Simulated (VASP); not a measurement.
**Ta: the relaxed cell at several levels**

How close do the usual functionals, with and without dispersion, come to the cell of Ta? The levels: LDA, PBEsol, PBE, r2SCAN, PBE + D3(BJ), r2SCAN + rVV10, AM05 and r2SCAN + D4. LASPH is on for some levels and off for others; the table marks which. The start is a cell from a database of measured crystal structures.

Program: VASP 6.6.1. Level of theory: LDA; plane waves and PAW (Ta_pv), in the first sound run; inputs show where later runs differ. Results are calculated unless marked as measured.

**1. Starting point**

Before any relaxation, the start is as follows. The structure is cubic, space group Im-3m (No. 229). Conventional cell: a = 3.303 Å, b = 3.303 Å, c = 3.303 Å, α = 90.00°, β = 90.00°, γ = 90.00°. Nearest to Ta lie 8 Ta at 2.86 Å.

As a file:

```xyz
1
Lattice="-1.6513 1.6513 1.6513 1.6513 -1.6513 1.6513 1.6513 1.6513 -1.6513" Properties=species:S:1:pos:R:3 pbc="T T T"
Ta    0.0000    0.0000    0.0000
```

**2. Relaxation with LDA**

The start need not lie at this functional's minimum. ISIF = 3 frees volume, shape and positions, and EDIFFG sets the threshold on forces and stress at which the search stops. LDA, the lowest rung, knows the local density alone.

Contents of INCAR:

```
SYSTEM = Ta
PREC = Accurate
ENCUT = 520
EDIFF = 1E-06
NELM = 100
ISMEAR = -1
SIGMA = 0.05
LREAL = .FALSE.
ALGO = Normal
GGA = CA
NBANDS = 11
LORBIT = 11
LWAVE = .FALSE.
LCHARG = .FALSE.
KPAR = 2
IBRION = 2
NSW = 60
ISIF = 3
EDIFFG = -0.01
```

Contents of POSCAR:

```
Ta
1.0
   -1.6512800000      1.6512800000      1.6512800000
    1.6512800000     -1.6512800000      1.6512800000
    1.6512800000      1.6512800000     -1.6512800000
Ta
1
Direct
    0.0000000000      0.0000000000      0.0000000000
```

Contents of KPOINTS:

```
Automatic mesh
0
Gamma
8 8 8
0 0 0
```

PAW data sets: Ta_pv (PBE family, release 64).

Command:

```console
mpirun -np 2 vasp_std
```

What it wrote:

```text
[banner, memory and clock lines left out]
running    2 mpi-ranks, on    1 nodes
 distrk:  each k-point on    1 cores,    2 groups
 distr:  one band on    1 cores,    1 groups

 POSCAR found type information on POSCAR Ta
 POSCAR found :  1 types and       1 ions
|                                                                             |
|               ----> ADVICE to this user running VASP <----                  |
|                                                                             |
|     You enforced a specific xc type in the INCAR file but a different       |
|     [... a line on the potential file left out ...]
|     I HOPE YOU KNOW WHAT YOU ARE DOING!                                     |
|                                                                             |

 LDA part: xc-table for (Slater(with rela. corr.)+CA(PZ))
 , standard interpolation
 POSCAR, INCAR and KPOINTS ok, starting setup
 FFT: planning ... GRIDC
 FFT: planning ... GRID_SOFT
 FFT: planning ... GRID
 WAVECAR not read
 entering main loop
       N       E                     dE             d eps       ncg     rms          rms(c)
DAV:   1     0.561040051864E+02    0.56104E+02   -0.63491E+03   638   0.949E+02
DAV:   2    -0.122822625077E+02   -0.68386E+02   -0.67087E+02   698   0.249E+02
DAV:   3    -0.133887148582E+02   -0.11065E+01   -0.10598E+01   762   0.289E+01
DAV:   4    -0.133932799072E+02   -0.45650E-02   -0.45646E-02   716   0.187E+00
DAV:   5    -0.133932978591E+02   -0.17952E-04   -0.17951E-04   769   0.114E-01    0.142E+01
DAV:   6    -0.129844337980E+02    0.40886E+00   -0.37044E-01   716   0.654E+00    0.675E+00
DAV:   7    -0.128642122849E+02    0.12022E+00   -0.29218E-01   725   0.540E+00    0.368E-01
DAV:   8    -0.128632170635E+02    0.99522E-03   -0.15353E-02   760   0.711E-01    0.122E-01
DAV:   9    -0.128631938383E+02    0.23225E-04   -0.11662E-04   743   0.115E-01    0.195E-02
DAV:  10    -0.128631941134E+02   -0.27514E-06   -0.15662E-06   560   0.162E-02
   1 F= -.12863194E+02 E0= -.12859704E+02  d E =-.128632E+02
 curvature:   0.00 expect dE= 0.000E+00 dE for cont linesearch  0.000E+00
 trial: gam= 0.00000 g(F)=  0.270E-64 g(S)=  0.165E+00 ort = 0.000E+00 (trialstep = 0.100E+01)
 search vector abs. value=  0.165E+00
 bond charge predicted
       N       E                     dE             d eps       ncg     rms          rms(c)
DAV:   1    -0.142963237203E+02   -0.14331E+01   -0.44671E+01   677   0.810E+01    0.125E+01
DAV:   2    -0.130348332642E+02    0.12615E+01   -0.13682E+00   677   0.144E+01    0.424E+00
DAV:   3    -0.127085157685E+02    0.32632E+00   -0.85592E-01   719   0.109E+01    0.186E+00
DAV:   4    -0.127141877603E+02   -0.56720E-02   -0.25965E-02   734   0.118E+00    0.166E-01
DAV:   5    -0.127139837521E+02    0.20401E-03   -0.12466E-03   701   0.395E-01    0.593E-02
DAV:   6    -0.127139953415E+02   -0.11589E-04   -0.72667E-06   744   0.328E-02    0.832E-03
DAV:   7    -0.127139953434E+02   -0.18606E-08   -0.91645E-08   426   0.283E-03
   2 F= -.12713995E+02 E0= -.12709981E+02  d E =0.149199E+00
[...]
3 F= -.12887402E+02 E0= -.12884150E+02  d E =-.242079E-01
 curvature:  -0.13 expect dE=-0.605E-04 dE for cont linesearch -0.605E-04
 ZBRENT: interpolating
 opt :   0.2860  next Energy=   -12.887460 (dE=-0.243E-01)
 bond charge predicted
       N       E                     dE             d eps       ncg     rms          rms(c)
DAV:   1    -0.128877363668E+02   -0.33431E-03   -0.82360E-03   659   0.113E+00    0.151E-01
DAV:   2    -0.128875175316E+02    0.21884E-03   -0.26550E-04   665   0.183E-01    0.499E-02
DAV:   3    -0.128874663875E+02    0.51144E-04   -0.14221E-04   692   0.131E-01    0.205E-02
DAV:   4    -0.128874670131E+02   -0.62560E-06   -0.13657E-06   602   0.131E-02
   4 F= -.12887467E+02 E0= -.12884219E+02  d E =-.242729E-01
 curvature:  -0.12 expect dE=-0.139E-05 dE for cont linesearch -0.139E-05
 trial: gam=-0.00825 g(F)=  0.586E-63 g(S)=  0.114E-04 ort = 0.137E-02 (trialstep = 0.857E+00)
 search vector abs. value=  0.889E-09
 reached required accuracy - stopping structural energy minimisation
```

It took 13 s on 2 MPI ranks of AMD EPYC 7R43, shared host; peak memory 0.21 GiB.

The logs omit lines about the potential files and the build; timing stands in the text.

Parts of OUTCAR (step 2):

```text
ion  position               nearest neighbor table
   1  0.000  0.000  0.000-

  LATTYP: Found a body centered cubic cell.
 ALAT       =     3.3025600000

 Subroutine GETGRP returns: Found 48 space group operations
 (whereof 48 operations were pure point group operations)

The static configuration has the point symmetry O_h .

 Found     29 irreducible k-points:

   k-points           NKPTS =     29   k-points in BZ     NKDIM =     29   number of bands    NBANDS=     11

   dimension x,y,z NGX =    24 NGY =   24 NGZ =   24
   dimension x,y,z NGXF=    48 NGYF=   48 NGZF=   48

   ENCUT  =  520.0 eV  38.22 Ry    6.18 a.u.   5.32  5.32  5.32*2*pi/ulx,y,z

   NELECT =      11.0000    total number of electrons

 k-points in reciprocal lattice and weights: Automatic mesh
   0.00000000  0.00000000  0.00000000       0.002
   0.12500000  0.00000000  0.00000000       0.023
   0.25000000  0.00000000  0.00000000       0.023
   0.37500000  0.00000000  0.00000000       0.023
   0.50000000  0.00000000  0.00000000       0.012
   0.12500000  0.12500000  0.00000000       0.047
   0.25000000  0.12500000 -0.00000000       0.094
   0.37500000  0.12500000  0.00000000       0.094
   0.25000000  0.25000000  0.00000000       0.047
[...]
0.50000000  0.50000000  0.37500000       0.023
   0.50000000  0.50000000  0.50000000       0.002

 average (electrostatic) potential at core
       1 -35.6887

 E-fermi :   5.4934

 k-point     1 :       0.0000    0.0000    0.0000
  band No.  band energies     occupation
      1     -27.1207      2.00000
      2     -27.1207      2.00000
      3     -27.1207      2.00000
      4      -2.4753      2.00000
      5       6.2213      0.00000
      6       6.2213      0.00000
      7       6.2213      0.00000
      8       9.6482      0.00000
      9       9.6482      0.00000
    ...

 k-point     2 :       0.1250    0.0000    0.0000
  band No.  band energies     occupation
      1     -27.3432      2.00000
      2     -27.1885      2.00000
      3     -27.1222      2.00000
      4      -1.7559      2.00000
      5       5.7761      0.00698
      6       6.0403      0.00004
      7       6.9452      0.00000
      8       9.0804      0.00000
      9       9.6619      0.00000
    ...

 k-point     3 :       0.2500    0.0000    0.0000
  band No.  band energies     occupation
    ...
      2     -27.3489      2.00000
      3     -27.1259      2.00000
      4      -0.0873      2.00000
      5       4.8644      1.99999
      6       5.4276      1.57671
      7       8.9953      0.00000
      8       9.0440      0.00000
      9       9.8478      0.00000
     10      20.0484      0.00000
     11      21.1886      0.00000

  Total       -0.0088751     -0.0088751     -0.0088751      0.0000000     -0.0000000      0.0000000
  in kB       -0.8254290     -0.8254290     -0.8254290      0.0000000     -0.0000000      0.0000000
  external PRESSURE =      -0.8254290 kB  Pullay stress =       0.0000000 kB

  energy-cutoff  :      520.00
  volume of cell :       17.23
      direct lattice vectors                 reciprocal lattice vectors
    -1.626975409  1.626975409  1.626975409     0.000000000  0.307318720  0.307318720
     1.626975409 -1.626975409  1.626975409     0.307318720  0.000000000  0.307318720
     1.626975409  1.626975409 -1.626975409     0.307318720  0.307318720  0.000000000

 POSITION                                       TOTAL-FORCE (eV/Angst)
 -----------------------------------------------------------------------------------
      0.00000      0.00000      0.00000        -0.000000     -0.000000      0.000000
 -----------------------------------------------------------------------------------
    total drift:                               -0.000000      0.000000      0.000000

  FREE ENERGIE OF THE ION-ELECTRON SYSTEM (eV)
  ---------------------------------------------------
  free  energy   TOTEN  =       -12.8874670131 eV

  energy  without entropy=      -12.8809714691  energy(sigma->0) =      -12.88421924

 reached required accuracy - stopping structural energy minimisation

 total charge
# of ion       s       p       d       tot
------------------------------------------
    1        0.374   6.167   2.500   9.041

[... 3 further parts left out ...]
```

This run has no spin polarisation. Its electron count is odd, so without a moment it is a metal by construction. The k-mesh is coarse for a metal. The PAW data sets were made with PBE, though LDA sets exist; this is a small mismatch. The run keeps the 48 symmetry operations of its start, so it cannot find a distortion of lower symmetry.

Relaxation path:

```csv
step,energy less that of the first step (eV),largest force (eV/Å),pressure (GPa),volume (Å³)
1,0.0000,0.0000,-9.49,18.01
2,0.1492,0.0000,32.65,15.37
3,-0.0242,0.0000,-0.53,17.26
4,-0.0243,0.0000,-0.08,17.23
```

```csv
"conventional cell, symmetrised",before,after,change
a (Å),3.303,3.254,-1.5 %
b (Å),3.303,3.254,-1.5 %
c (Å),3.303,3.254,-1.5 %
volume (Å³/atom),18.01,17.23,-4.4 %
```

The relaxed structure:

```xyz
1
Lattice="-1.6270 1.6270 1.6270 1.6270 -1.6270 1.6270 1.6270 1.6270 -1.6270" Properties=species:S:1:pos:R:3 pbc="T T T"
Ta    0.0000    0.0000    0.0000
```

Numbers from this step:

* electrons: 11
* bands: 11
* irreducible k-points: 29
* symmetry operations: 48
* free energy (TOTEN): -12.89 eV
* energy at zero smearing: -12.88 eV
* Fermi energy: 5.493 eV
* pressure: -0.08254 GPa
* metallic: yes
* SCF cycles over all ionic steps: 28

It ends with forces that vanish by symmetry and a pressure of -0.08 GPa. The volume lies -4.4 % from that of the database's start, which holds the thermal and zero-point expansion of its experiment. LDA is known to overbind. The conventional cell has a = 3.254 Å.

**3. Relaxation with PBEsol**

This step: PBEsol; plane waves and PAW (Ta_pv) (VASP 6.6.1).

PBEsol restores the gradient expansion of exchange and is tuned for the cells of solids.

Edit INCAR of step 2 so:

```diff
@@ -9,3 +9,3 @@
 ALGO = Normal
-GGA = CA
+GGA = PS
 NBANDS = 11
```

POSCAR is that of step 2.

KPOINTS is that of step 2.

Command:

```console
mpirun -np 2 vasp_std
```

What it wrote:

```text
[banner, memory and clock lines left out]
running    2 mpi-ranks, on    1 nodes
 distrk:  each k-point on    1 cores,    2 groups
 distr:  one band on    1 cores,    1 groups

 POSCAR found type information on POSCAR Ta
 POSCAR found :  1 types and       1 ions
 [... a notice as in an earlier step ...]

 LDA part: xc-table for (Slater+PW92), standard interpolation
 POSCAR, INCAR and KPOINTS ok, starting setup
 FFT: planning ... GRIDC
 FFT: planning ... GRID_SOFT
 FFT: planning ... GRID
 WAVECAR not read
 entering main loop
       N       E                     dE             d eps       ncg     rms          rms(c)
DAV:   1     0.562181213309E+02    0.56218E+02   -0.63621E+03   638   0.949E+02
DAV:   2    -0.119634873070E+02   -0.68182E+02   -0.66924E+02   698   0.249E+02
DAV:   3    -0.130631705906E+02   -0.10997E+01   -0.10524E+01   762   0.288E+01
DAV:   4    -0.130677278541E+02   -0.45573E-02   -0.45568E-02   716   0.187E+00
DAV:   5    -0.130677457160E+02   -0.17862E-04   -0.17861E-04   763   0.114E-01    0.139E+01
DAV:   6    -0.126903892572E+02    0.37736E+00   -0.33759E-01   710   0.630E+00    0.671E+00
DAV:   7    -0.125771767303E+02    0.11321E+00   -0.27004E-01   713   0.532E+00    0.385E-01
DAV:   8    -0.125758901004E+02    0.12866E-02   -0.84026E-03   806   0.711E-01    0.362E-02
DAV:   9    -0.125758892987E+02    0.80162E-06   -0.36664E-05   708   0.560E-02    0.214E-02
DAV:  10    -0.125758870231E+02    0.22756E-05   -0.16765E-06   610   0.157E-02    0.282E-03
DAV:  11    -0.125758869610E+02    0.62162E-07   -0.92905E-08   385   0.369E-03
   1 F= -.12575887E+02 E0= -.12572269E+02  d E =-.125759E+02
 curvature:   0.00 expect dE= 0.000E+00 dE for cont linesearch  0.000E+00
 trial: gam= 0.00000 g(F)=  0.103E-62 g(S)=  0.581E-01 ort = 0.000E+00 (trialstep = 0.100E+01)
 search vector abs. value=  0.581E-01
 bond charge predicted
       N       E                     dE             d eps       ncg     rms          rms(c)
DAV:   1    -0.130729609863E+02   -0.49707E+00   -0.15817E+01   671   0.488E+01    0.713E+00
DAV:   2    -0.126362769400E+02    0.43668E+00   -0.48122E-01   674   0.818E+00    0.240E+00
DAV:   3    -0.125272685297E+02    0.10901E+00   -0.29263E-01   698   0.614E+00    0.105E+00
DAV:   4    -0.125288492370E+02   -0.15807E-02   -0.33206E-03   769   0.603E-01    0.878E-02
DAV:   5    -0.125288051218E+02    0.44115E-04   -0.47211E-04   731   0.242E-01    0.433E-02
DAV:   6    -0.125288018710E+02    0.32508E-05   -0.10079E-05   723   0.365E-02    0.201E-03
DAV:   7    -0.125288019470E+02   -0.76003E-07   -0.57373E-08   391   0.284E-03
   2 F= -.12528802E+02 E0= -.12525867E+02  d E =0.470850E-01
[...]
3 F= -.12584534E+02 E0= -.12581316E+02  d E =-.864670E-02
 curvature:  -0.13 expect dE=-0.405E-05 dE for cont linesearch -0.405E-05
 ZBRENT: interpolating
 opt :   0.2916  next Energy=   -12.584538 (dE=-0.865E-02)
 bond charge predicted
       N       E                     dE             d eps       ncg     rms          rms(c)
DAV:   1    -0.125845577717E+02   -0.24239E-04   -0.58418E-04   653   0.302E-01    0.403E-02
DAV:   2    -0.125845421352E+02    0.15637E-04   -0.18352E-05   671   0.481E-02    0.133E-02
DAV:   3    -0.125845387086E+02    0.34266E-05   -0.98859E-06   692   0.343E-02    0.546E-03
DAV:   4    -0.125845390405E+02   -0.33187E-06   -0.96209E-08   331   0.357E-03
   4 F= -.12584539E+02 E0= -.12581328E+02  d E =-.865208E-02
 curvature:  -0.13 expect dE=-0.213E-06 dE for cont linesearch -0.213E-06
 trial: gam=-0.00528 g(F)=  0.139E-57 g(S)=  0.164E-05 ort = 0.308E-03 (trialstep = 0.858E+00)
 search vector abs. value=  0.146E-09
 reached required accuracy - stopping structural energy minimisation
```

Run time: 14 s. Hardware: 2 MPI ranks; peak memory 0.22 GiB.

From OUTCAR (step 3):

```text
The static configuration has the point symmetry O_h .

 Found     29 irreducible k-points:

   NELECT =      11.0000    total number of electrons

 E-fermi :   5.5305

 k-point     1 :       0.0000    0.0000    0.0000
  band No.  band energies     occupation
      1     -27.3581      2.00000
      2     -27.3581      2.00000
      3     -27.3581      2.00000
      4      -2.4942      2.00000
      5       6.2714      0.00000
      6       6.2714      0.00000
      7       6.2714      0.00000
      8       9.6308      0.00000
      9       9.6308      0.00000
    ...

 k-point     2 :       0.1250    0.0000    0.0000
  band No.  band energies     occupation
      1     -27.5630      2.00000
      2     -27.4209      2.00000
      3     -27.3594      2.00000
      4      -1.7937      2.00000
      5       5.8332      0.00468
      6       6.0850      0.00003
      7       6.9759      0.00000
      8       9.0738      0.00000
      9       9.6435      0.00000
    ...

  Total       -0.0033644     -0.0033644     -0.0033644      0.0000000     -0.0000000     -0.0000000
  in kB       -0.3074409     -0.3074409     -0.3074409      0.0000000     -0.0000000     -0.0000000
  external PRESSURE =      -0.3074409 kB  Pullay stress =       0.0000000 kB

  energy-cutoff  :      520.00
  volume of cell :       17.53
      direct lattice vectors                 reciprocal lattice vectors
    -1.636564238  1.636564238  1.636564238     0.000000000  0.305518102  0.305518102
     1.636564238 -1.636564238  1.636564238     0.305518102  0.000000000  0.305518102
     1.636564238  1.636564238 -1.636564238     0.305518102  0.305518102  0.000000000

 POSITION                                       TOTAL-FORCE (eV/Angst)
 -----------------------------------------------------------------------------------
      1.63656      1.63656      1.63656         0.000000      0.000000     -0.000000
 -----------------------------------------------------------------------------------
    total drift:                               -0.000000     -0.000000      0.000000

  FREE ENERGIE OF THE ION-ELECTRON SYSTEM (eV)
  ---------------------------------------------------
  free  energy   TOTEN  =       -12.5845390405 eV

  energy  without entropy=      -12.5781172250  energy(sigma->0) =      -12.58132813

 total charge
# of ion       s       p       d       tot
------------------------------------------
    1        0.375   6.165   2.455   8.995

[... 8 parts as in an earlier step ...]

[... 5 further parts left out ...]
```

The PAW data sets were made with PBE, which is usual practice but a small mismatch for other functionals.

The steps of the relaxation:

```csv
step,energy less that of the first step (eV),largest force (eV/Å),pressure (GPa),volume (Å³)
1,0.0000,0.0000,-5.64,18.01
2,0.0471,0.0000,16.86,16.41
3,-0.0086,0.0000,-0.13,17.54
4,-0.0087,0.0000,-0.03,17.53
```

```csv
"conventional cell, symmetrised",before,after,change
a (Å),3.303,3.273,-0.9 %
b (Å),3.303,3.273,-0.9 %
c (Å),3.303,3.273,-0.9 %
volume (Å³/atom),18.01,17.53,-2.6 %
```

Final coordinates:

```xyz
1
Lattice="-1.6366 1.6366 1.6366 1.6366 -1.6366 1.6366 1.6366 1.6366 -1.6366" Properties=species:S:1:pos:R:3 pbc="T T T"
Ta    0.0000    0.0000    0.0000
```

This step gave:

* free energy (TOTEN): -12.58 eV
* energy at zero smearing: -12.58 eV
* Fermi energy: 5.530 eV
* pressure: -0.03074 GPa

It ends at 17.53 Å³/atom, -2.6 % from the start, with -0.03 GPa left. The conventional cell has a = 3.273 Å.

[end of part 1 of 3]

[Lines on the potential files, build, host, timing and source positions are cut from VASP's logs without a mark.]

[Logs are printed without paths, hosts, clocks, repeated set-up lines and the standing remarks that a program may print on its own settings, such as how far it seeks lower states.]

[Hosts, paths, dates, database ids (printed as entryN), source tags and the programs' standing remarks are cut or masked in the printed files.]

[A measured line is paired with the nearest computed mode of its activity, which favours agreement.]
